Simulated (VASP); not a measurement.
Calculation: r2SCAN meta-GGA, VASP's PBE PAW potentials (set 64) (plane waves; VASP 6.6.1).

The input files of a VASP run:

INCAR:
```
ALGO = Normal
EDIFF = 1E-6
EDIFFG = -0.01
ENCUT = 400
IBRION = 2
ISIF = 3
ISMEAR = 1
LASPH = .TRUE.
LCHARG = .FALSE.
LMAXMIX = 4
LMIXTAU = .TRUE.
LREAL = .FALSE.
LWAVE = .FALSE.
METAGGA = R2SCAN
NELM = 100
NSW = 60
PREC = Accurate
SIGMA = 0.1
SYSTEM = Pb
```

### KPOINTS
```
kpoints
0
Gamma
11 11 11
```

POSCAR:
```
Pb
1
    0.0000000000     2.4750000000     2.4750000000
    2.4750000000     0.0000000000     2.4750000000
    2.4750000000     2.4750000000     0.0000000000
Pb
1
Direct
  0.0000000000   0.0000000000   0.0000000000
```

POTCAR, in this order: Pb_d (PBE.64 set). Program: vasp_std.

The run wrote:

### OSZICAR
```
       N       E                     dE             d eps       ncg     rms          rms(c)
DAV:   1     0.414915882321E+02    0.41492E+02   -0.64978E+03  1260   0.126E+03
DAV:   2    -0.554323078390E+02   -0.96924E+02   -0.94611E+02  1253   0.312E+02
DAV:   3    -0.596448638563E+02   -0.42126E+01   -0.41996E+01  1472   0.776E+01
DAV:   4    -0.597416214170E+02   -0.96758E-01   -0.96740E-01  1542   0.128E+01
DAV:   5    -0.597449540766E+02   -0.33327E-02   -0.33326E-02  1564   0.200E+00    0.105E+00
DAV:   6    -0.561332200434E+02    0.36117E+01   -0.15768E+00  1424   0.300E+01    0.718E-01
DAV:   7    -0.562641537055E+02   -0.13093E+00   -0.87105E-02  1373   0.561E+00    0.356E-01
DAV:   8    -0.562409163959E+02    0.23237E-01   -0.83979E-02  1232   0.277E+00    0.978E-02
DAV:   9    -0.562780965304E+02   -0.37180E-01   -0.26162E-02  1262   0.218E+00    0.118E-01
DAV:  10    -0.562783578216E+02   -0.26129E-03   -0.63505E-04  1465   0.249E-01    0.115E-01
DAV:  11    -0.562808051075E+02   -0.24473E-02   -0.35249E-03  1289   0.900E-01    0.199E-02
DAV:  12    -0.562808558884E+02   -0.50781E-04   -0.51383E-04  1454   0.484E-01    0.284E-02
DAV:  13    -0.562808747816E+02   -0.18893E-04   -0.75235E-05  1403   0.150E-01    0.173E-02
DAV:  14    -0.562810401365E+02   -0.16535E-03   -0.12160E-04  1283   0.169E-01    0.588E-03
DAV:  15    -0.562810537874E+02   -0.13651E-04   -0.14588E-05  1349   0.394E-02    0.531E-03
DAV:  16    -0.562810541401E+02   -0.35265E-06   -0.38356E-07   850   0.667E-03
   1 F= -.56281054E+02 E0= -.56281045E+02  d E =-.562811E+02
       N       E                     dE             d eps       ncg     rms          rms(c)
DAV:   1    -0.564558021599E+02   -0.17475E+00   -0.55873E+00  1475   0.555E+01    0.217E+00
DAV:   2    -0.562964913617E+02    0.15931E+00   -0.30093E-01  1454   0.118E+01    0.817E-01
DAV:   3    -0.562790475287E+02    0.17444E-01   -0.10121E-01  1700   0.653E+00    0.631E-02
DAV:   4    -0.562827474858E+02   -0.37000E-02   -0.16790E-03  1250   0.502E-01    0.518E-02
DAV:   5    -0.562814689213E+02    0.12786E-02   -0.11491E-03  1238   0.414E-01    0.226E-02
DAV:   6    -0.562827803436E+02   -0.13114E-02   -0.11579E-03  1271   0.368E-01    0.142E-02
DAV:   7    -0.562830324945E+02   -0.25215E-03   -0.50586E-05  1298   0.865E-02    0.923E-03
DAV:   8    -0.562830450582E+02   -0.12564E-04   -0.62471E-05  1271   0.108E-01    0.233E-03
DAV:   9    -0.562830752815E+02   -0.30223E-04   -0.23433E-05  1241   0.688E-02    0.109E-03
DAV:  10    -0.562830750614E+02    0.22014E-06   -0.15576E-07   873   0.608E-03
   2 F= -.56283075E+02 E0= -.56283092E+02  d E =-.202092E-02
       N       E                     dE             d eps       ncg     rms          rms(c)
DAV:   1    -0.563010411450E+02   -0.17966E-01   -0.53929E-01  1475   0.165E+01    0.696E-01
DAV:   2    -0.562847927074E+02    0.16248E-01   -0.30449E-02  1451   0.388E+00    0.256E-01
DAV:   3    -0.562831625274E+02    0.16302E-02   -0.93938E-03  1624   0.202E+00    0.185E-02
DAV:   4    -0.562835432982E+02   -0.38077E-03   -0.18651E-04  1253   0.171E-01    0.148E-02
DAV:   5    -0.562834461792E+02    0.97119E-04   -0.11053E-04  1235   0.122E-01    0.703E-03
DAV:   6    -0.562835457101E+02   -0.99531E-04   -0.98551E-05  1280   0.989E-02    0.468E-03
DAV:   7    -0.562835664505E+02   -0.20740E-04   -0.30563E-06  1329   0.188E-02    0.357E-03
DAV:   8    -0.562835764193E+02   -0.99688E-05   -0.84775E-06  1262   0.407E-02    0.780E-04
DAV:   9    -0.562835768199E+02   -0.40055E-06   -0.19642E-06  1250   0.187E-02
   3 F= -.56283577E+02 E0= -.56283593E+02  d E =-.252268E-02
```

OUTCAR:
```
------------------------ aborting loop because EDIFF is reached ----------------------------------------
  FORCE on cell =-STRESS in cart. coord.  units (eV):
  Direction    XX          YY          ZZ          XY          YZ          ZX
  --------------------------------------------------------------------------------------
  Total        0.0035811      0.0035811      0.0035811     -0.0000000      0.0000000      0.0000000
  in kB        0.1850106      0.1850106      0.1850106     -0.0000000      0.0000000      0.0000000
  external PRESSURE =       0.1850106 kB  Pullay stress =       0.0000000 kB
  volume of cell :       31.01
      direct lattice vectors                 reciprocal lattice vectors
     0.000000000  2.493644956  2.493644956    -0.200509699  0.200509699  0.200509699
     2.493644956  0.000000000  2.493644956     0.200509699 -0.200509699  0.200509699
     2.493644956  2.493644956 -0.000000000     0.200509699  0.200509699 -0.200509699
 POSITION                                       TOTAL-FORCE (eV/Angst)
 -----------------------------------------------------------------------------------
      0.00000      0.00000      0.00000        -0.000000     -0.000000     -0.000000
 -----------------------------------------------------------------------------------
    total drift:                               -0.000000     -0.000000      0.000000
  FREE ENERGIE OF THE ION-ELECTRON SYSTEM (eV)
  ---------------------------------------------------
  free  energy   TOTEN  =       -56.2835768199 eV

  energy  without entropy=      -56.2836264665  energy(sigma->0) =      -56.28359337

 reached required accuracy - stopping structural energy minimisation
```
(Selected blocks of OUTCAR.)

**CONTCAR**
```
Pb
   1.00000000000000
     0.0000000000000000    2.4936449559338683    2.4936449559338683
     2.4936449559338683    0.0000000000000000    2.4936449559338683
     2.4936449559338683    2.4936449559338683   -0.0000000000000000
  Pb
     1
Direct
     0.0000000000000000    0.0000000000000000    0.0000000000000000
```

Energy and stress use the plane-wave basis of the starting cell.

The compound is Pb in the fcc structure. This run relaxes it. Symmetry was kept, so distortions that lower it aren't found.
